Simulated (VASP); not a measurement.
An input for Quantum ESPRESSO's pw.x (written as the equivalent of a VASP run, and not itself run):

```
&CONTROL
  calculation = 'scf'
  pseudo_dir = './pseudo'
  outdir = './out'
  tprnfor = .true.
  tstress = .true.
/
&SYSTEM
  ibrav = 0
  nat = 8
  ntyp = 4
  ecutwfc = 92
  occupations = 'smearing'
  smearing = 'fermi-dirac'
  degauss = 0.00735
  input_dft = 'pz'
/
&ELECTRONS
  conv_thr = 7.3e-08
  electron_maxstep = 100
/
ATOMIC_SPECIES
  Cu 63.546 Cu.upf
  Zn 65.380 Zn.upf
  Ge 72.630 Ge.upf
  S 32.060 S.upf
CELL_PARAMETERS angstrom
    -2.7011540    2.7011540    5.4107700
     2.7011540   -2.7011540    5.4107700
     2.7011540    2.7011540   -5.4107700
ATOMIC_POSITIONS crystal
  Cu   0.0000000  0.0000000  0.0000000
  Cu   0.7500000  0.2500000  0.5000000
  Zn   0.2500000  0.7500000  0.5000000
  Ge   0.5000000  0.5000000  0.0000000
  S    0.6290000  0.6280000  0.5130000
  S    0.1150000  0.1160000  0.4870000
  S    0.3720000  0.8850000  0.0010000
  S    0.8840000  0.3710000  0.9990000
K_POINTS automatic
  4 4 4 0 0 0
```

**Question.** Write the VASP files for the same calculation (LDA).

**Answer.** This is not unique; one that fits is 
### POSCAR
```
ZnCu2GeS4
1.0
 -2.7011540000   2.7011540000   5.4107700000
  2.7011540000  -2.7011540000   5.4107700000
  2.7011540000   2.7011540000  -5.4107700000
Cu Zn Ge S
2 1 1 4
Cartesian
  0.0000000000   0.0000000000   0.0000000000
 -0.0000000000   2.7011540000   2.7053850000
  2.7011540000   0.0000000000   2.7053850000
  0.0000000000   0.0000000000   5.4107700000
  1.3829908480   1.3883931560   4.0256128800
  1.3181631520   1.3127608440  -1.3851571200
  1.3883931560  -1.3829908480   6.7959271200
  1.3127608440   4.0841448480   1.3851571200
```

INCAR:
```
# general
SYSTEM =ZnCu2GeS4
PREC   =Accurate
ENCUT  =300
LREAL  =.FALSE.
LASPH  =.TRUE.

# electronic loop
EDIFF  =1E-6
NELM   =100
ALGO   =Normal
LMAXMIX=4

# smearing
ISMEAR =-1
SIGMA  =0.1

# ions
ISIF   =2

# output
LWAVE  =.FALSE.
LCHARG =.FALSE.
```

KPOINTS:
```
Automatic mesh
0
Gamma
4 4 4
0 0 0
```

POTCAR, in this order: Cu Zn Ge_d S (LDA.64 set). Program: vasp_std.

Limits of the translation: the potentials are each code's own (VASP's PAW set, PseudoDojo norm-conserving files in pw.x), so ENCUT and ecutwfc are chosen apart and not converted; conv_thr bounds pw.x's estimated SCF error, while EDIFF bounds the energy change between steps.

The structure was generated: ZnCu2GeS4 was put into an ordered model structure, which need not be its known phase. The cell was not relaxed at this level. The k-mesh is coarse (spacing up to 0.41 per Å, 2π included), so the numbers may not be converged in it. The run is one of a series of settings (GGA removed, POTCAR Cu Zn Ge_d S (LDA.64 set) against the base run), some of them coarse on purpose.
